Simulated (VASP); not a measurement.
# SbC (Pm-3m) in VASP: further runs, part 2 of 2

VASP 6.6.1. Earlier steps stand in the parts before.

### Step 3. Single point, PBE0(alpha)

File POSCAR:

```
SbC
1.0
    3.1146800000      0.0000000000      0.0000000000
    0.0000000000      3.1146800000      0.0000000000
    0.0000000000      0.0000000000      3.1146800000
Sb C
1 1
Direct
    0.5000000000      0.5000000000      0.5000000000
    0.0000000000      0.0000000000      0.0000000000
```

File INCAR.step1:

```
PREC     = Accurate       # precision mode
ENCUT    = 520            # plane-wave cutoff, eV
EDIFF    = 1E-5           # SCF threshold, eV
ISMEAR   = -1             # smearing method
SIGMA    = 0.05           # smearing width, eV
LREAL    = False          # projectors in reciprocal space
LASPH    = True           # aspherical terms in the spheres
NELM     = 100            # most SCF steps
ALGO     = Normal         # electronic algorithm
ISIF     = 2              # what is computed and relaxed
LWAVE    = True           # write WAVECAR
LCHARG   = False          # write CHGCAR
NBANDS   = 12             # bands
GGA      = PE             # functional
```

File INCAR.step2:

```
PREC     = Accurate       # precision mode
ENCUT    = 520            # plane-wave cutoff, eV
EDIFF    = 1E-7           # SCF threshold, eV
ISMEAR   = -1             # smearing method
SIGMA    = 0.05           # smearing width, eV
LREAL    = False          # projectors in reciprocal space
LASPH    = True           # aspherical terms in the spheres
NELM     = 100            # most SCF steps
ALGO     = Normal         # electronic algorithm
ISIF     = 2              # what is computed and relaxed
LWAVE    = False          # write WAVECAR
LCHARG   = False          # write CHGCAR
GGA      = PE             # functional
LHFCALC  = True           # exact exchange
AEXX     = 0.5            # exact-exchange fraction
PRECFOCK = Fast         
HFRCUT   = -1           
NBANDS   = 12             # bands
ISTART   = 1
```

File KPOINTS:

```
Automatic mesh
0
Gamma
  5 5 5
```

Potentials or basis: VASP PAW PBE potentials, release 64 (Sb, C).

Run with:

```console
cat potpaw_PBE.64/Sb/POTCAR potpaw_PBE.64/C/POTCAR > POTCAR
cp INCAR.step1 INCAR
mpirun -np 1 vasp_std > vasp.out
cp INCAR.step2 INCAR
mpirun -np 1 vasp_std > vasp.out
```

OUTCAR:

```text
PREC = Accurate
   ENCUT = 520
   EDIFF = 1E-7
   ISMEAR = -1
   LREAL = False
   LASPH = True
   NELM = 100
   ISIF = 2
   GGA = PE
   LHFCALC = True
   AEXX = 0.5
   PRECFOCK = Fast
   ISTART = 1

 ion  position               nearest neighbor table
   1  0.500  0.500  0.500-   2 2.70   2 2.70   2 2.70   2 2.70   2 2.70   2 2.70   2 2.70   2 2.70

   2  0.000  0.000  0.000-   1 2.70   1 2.70   1 2.70   1 2.70   1 2.70   1 2.70   1 2.70   1 2.70

  LATTYP: Found a simple cubic cell.
 ALAT       =     3.1146800000

  Lattice vectors:

 A1 = (   3.1146800000,   0.0000000000,   0.0000000000)
 A2 = (   0.0000000000,   3.1146800000,   0.0000000000)
 A3 = (   0.0000000000,   0.0000000000,   3.1146800000)

Analysis of symmetry for initial positions (statically):
=====================================================================
 Subroutine PRICEL returns:
 Original cell was already a primitive cell.

 Routine SETGRP: Setting up the symmetry group for a
 simple cubic supercell.

 Subroutine GETGRP returns: Found 48 space group operations
 (whereof 48 operations were pure point group operations)
 out of a pool of 48 trial point group operations.

The static configuration has the point symmetry O_h .

Analysis of symmetry for dynamics (positions and initial velocities):
=====================================================================
 Subroutine PRICEL returns:
 Original cell was already a primitive cell.

 Routine SETGRP: Setting up the symmetry group for a
 simple cubic supercell.

 Subroutine GETGRP returns: Found 48 space group operations
 (whereof 48 operations were pure point group operations)
 out of a pool of 48 trial point group operations.

The dynamic configuration has the point symmetry O_h .

 Subroutine INISYM returns: Found 48 space group operations
 (whereof 48 operations are pure point group operations),
 and found     1 'primitive' translations

----------------------------------------------------------------------------------------
[... 115 lines left out ...]
   LEPSILON=     F    determine dielectric tensor
   LRPA    =     F    only Hartree local field effects (RPA)
 non-spin polarized calculation
  energy-cutoff  :      520.00
  volume of cell :       30.22
 maximum number of plane-waves:       822
 NGX is ok and might be reduce to    24
  NGX = 14; NGY = 14; NGZ = 14

 number of electron       9.0000000 magnetization

 Free energy of the ion-electron system (eV)
  ---------------------------------------------------
  ext. energy  EPLUGINS =         0.00000000
  ---------------------------------------------------
  free energy    TOTEN  =       -14.97422125 eV

  energy without entropy =      -14.96495079  energy(sigma->0) =      -14.96958602

 E-fermi :   8.4974     XC(G=0):  -6.5808

 val. band max:        8.4241103775   @ k =   0.4000   0.2000   0.0000
 cond. band min:       9.9726946300   @ k =   0.4000   0.0000   0.0000
 fundamental gap:      1.5485842525
 Fermi energy:         8.4974351211

 k-point     1 :       0.0000    0.0000    0.0000
  band No.  band energies     occupation
      1     -10.1695      2.00000
      2       3.1422      2.00000
      3       6.1817      2.00000
      4       6.1817      2.00000
      5       6.1817      2.00000
      6      16.4269      0.00000
      7      16.4269      0.00000
      8      19.7396      0.00000
      9      19.7396      0.00000
     10      19.7396      0.00000
     11      27.8222      0.00000
     12      27.8222      0.00000
[... 121 lines left out ...]
 k-point    10 :       0.4000    0.4000    0.4000
  band No.  band energies     occupation
      1      -3.3794      2.00000
      2       0.0741      2.00000
      3       3.6136      2.00000
      4       3.6136      2.00000
      5       4.9302      2.00000
      6       7.9322      1.99998
      7       7.9322      1.99998
      8      11.5852      0.00000
      9      25.0978      0.00000
     10      25.8588      0.00000
     11      25.8588      0.00000
     12      30.5530      0.00000

------------------------ aborting loop because EDIFF is reached ----------------------------------------

  FORCE on cell =-STRESS in cart. coord.  units (eV):
  Direction    XX          YY          ZZ          XY          YZ          ZX
  --------------------------------------------------------------------------------------
  -------------------------------------------------------------------------------------
  Total       -2.0995088     -2.0995088     -2.0995088     -0.0000000     -0.0000000      0.0000000
  in kB     -111.3237897   -111.3237897   -111.3237897     -0.0000000     -0.0000000      0.0000000
  external PRESSURE =    -111.3237897 kB  Pullay stress =       0.0000000 kB

 VOLUME and BASIS-vectors are now :
 -----------------------------------------------------------------------------
  energy-cutoff  :      520.00
  volume of cell :       30.22
      direct lattice vectors                 reciprocal lattice vectors
     3.114680000  0.000000000  0.000000000     0.321060269  0.000000000  0.000000000
     0.000000000  3.114680000  0.000000000     0.000000000  0.321060269  0.000000000
     0.000000000  0.000000000  3.114680000     0.000000000  0.000000000  0.321060269

 POSITION                                       TOTAL-FORCE (eV/Angst)
 -----------------------------------------------------------------------------------
      1.55734      1.55734      1.55734         0.000000      0.000000      0.000000
      0.00000      0.00000      0.00000         0.000000      0.000000      0.000000
 -----------------------------------------------------------------------------------
    total drift:                               -0.000000     -0.000000     -0.000000

  FREE ENERGIE OF THE ION-ELECTRON SYSTEM (eV)
  ---------------------------------------------------
  free  energy   TOTEN  =       -14.9742212478 eV

  energy  without entropy=      -14.9649507946  energy(sigma->0) =      -14.96958602
```

OUTCAR.step1:

```text
PREC = Accurate
   ENCUT = 520
   EDIFF = 1E-5
   ISMEAR = -1
   LREAL = False
[... 357 lines left out ...]
      1.55734      1.55734      1.55734         0.000000      0.000000      0.000000
      0.00000      0.00000      0.00000         0.000000      0.000000      0.000000
 -----------------------------------------------------------------------------------
    total drift:                               -0.000000      0.000000      0.000000

  FREE ENERGIE OF THE ION-ELECTRON SYSTEM (eV)
  ---------------------------------------------------
  free  energy   TOTEN  =        -8.8911629859 eV

  energy  without entropy=       -8.8815626582  energy(sigma->0) =       -8.88636282
```

It took 64 s on 1 thread of Intel Xeon 6975P-C (Granite Rapids), shared host; peak memory 0.14 GiB.

Results:

- Free energy: -14.9742 eV
- Pressure: -11.1 GPa
- Band gap on the k mesh: none (metal or under the smearing width)

Caveat: the k mesh is coarse (spacing up to 0.40 Å⁻¹), so the values aren't converged, least of all with exact exchange; the PAW data sets were made with another functional, which shifts forces and pressure a little. Spin-orbit coupling is left out, which matters for the levels of Sb.

### Step 4. Single point, PBE0(alpha)

POSCAR is that of step 3.

File INCAR.step1:

```
SYSTEM = SbC
ALGO     = Normal         ! electronic algorithm
EDIFF    = 1E-5           ! SCF threshold, eV
ENCUT    = 400            ! plane-wave cutoff, eV
GGA      = PE             ! functional
ISIF     = 2              ! what is computed and relaxed
ISMEAR   = -1             ! smearing method
LASPH    = .True.         ! aspherical terms in the spheres
LCHARG   = .False.        ! write CHGCAR
LREAL    = .False.        ! projectors in reciprocal space
LWAVE    = .True.         ! write WAVECAR
NBANDS   = 12             ! bands
NELM     = 100            ! most SCF steps
PREC     = Accurate       ! precision mode
SIGMA    = 0.05           ! smearing width, eV
```

File INCAR.step2:

```
SYSTEM = SbC
AEXX     = 0.05           ! exact-exchange fraction
ALGO     = Normal         ! electronic algorithm
EDIFF    = 1E-5           ! SCF threshold, eV
ENCUT    = 400            ! plane-wave cutoff, eV
GGA      = PE             ! functional
HFRCUT   = -1           
ISIF     = 2              ! what is computed and relaxed
ISMEAR   = -1             ! smearing method
ISTART   = 1            
LASPH    = .True.         ! aspherical terms in the spheres
LCHARG   = .False.        ! write CHGCAR
LHFCALC  = .True.         ! exact exchange
LREAL    = .False.        ! projectors in reciprocal space
LWAVE    = .False.        ! write WAVECAR
NBANDS   = 12             ! bands
NELM     = 100            ! most SCF steps
PREC     = Accurate       ! precision mode
PRECFOCK = Fast         
SIGMA    = 0.05           ! smearing width, eV
```

File KPOINTS:

```
k-points
0
Gamma
  6 6 6
  0 0 0
```

Run with:

```console
cat potpaw_PBE.64/Sb/POTCAR potpaw_PBE.64/C/POTCAR > POTCAR
cp INCAR.step1 INCAR
mpirun -np 1 vasp_std > vasp.out
cp INCAR.step2 INCAR
mpirun -np 1 vasp_std > vasp.out
```

It took 60 s on 1 thread of Intel Xeon 6975P-C (Granite Rapids), shared host; peak memory 0.13 GiB.

The run converged, but some of its settings lie outside the range that counts as converged, so its numbers aren't taken as properties of the crystal.

What came out:

```
Free energy            : -9.5061 eV
Band gap on the k mesh : none (metal or under the smearing width)
```

Caveat: the cutoff is under 1.25 times the usual one of these potentials, so pressure, stress and relaxed cells hold a basis-set (Pulay) error; the PAW data sets were made with another functional, which shifts forces and pressure a little.

### Step 5. For comparison

An earlier run on the cell as given: functional PBE; potentials or basis VASP PAW PBE potentials, release 64 (Sb, C); cutoff 520 eV; k mesh 9 × 9 × 9; occupations fermi-dirac, width 0.05 eV; no spin polarisation.

* Pressure: -1.0 GPa
* Band gap on the k mesh: none (metal or under the smearing width)

### Step 6. Summary

```csv
level,k mesh,share of exact exchange,grid for exact exchange (PRECFOCK),exchange at q = 0,mesh quality,gap on the mesh (eV),pressure (GPa)
PBE0(alpha),5 × 5 × 5,0.4,Fast,truncated,coarse,none,-8.0
PBE0(alpha),5 × 5 × 5,0.5,Fast,truncated,coarse,none,-11.1
PBE,9 × 9 × 9,-,-,-,not flagged,none,-1.0
```

Alike in all rows: task single point; potentials or basis VASP PAW PBE potentials, release 64 (Sb, C); no spin polarisation; cell as given; cutoff (eV) 520; smearing fermi-dirac 0.05 eV.

Caveats: some runs use coarse meshes; the PAW data sets were made with another functional, which shifts forces and pressure a little (some runs).

Absolute energies hang on the potentials; compare differences alone.
